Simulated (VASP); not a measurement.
Here is the system:

```xyz
2
Lattice="0.0000 2.1471 2.1471 2.1471 0.0000 2.1471 2.1471 2.1471 0.0000" Properties=species:S:1:pos:R:3 pbc="T T T"
Mg     0.0000     0.0000     0.0000
O      2.1471     2.1471     2.1471
```

These are PBE GGA, VASP's PBE PAW potentials (set 64) (plane waves; VASP) values and carry that method's errors. Numerical set-up: 520 eV cut-off, 10×10×10 Γ-centred mesh, Gaussian smearing of 0.050 eV, potentials Mg O.

Problem. Give the stress tensor in GPa (positive for a compressed cell).

Solution. 
```
-4.76   0.00   0.00
 0.00  -4.76   0.00
 0.00   0.00  -4.76
```
The pressure is its mean diagonal, -4.76 GPa.

The compound is MgO in the rock salt structure. The cell was not relaxed at this level.
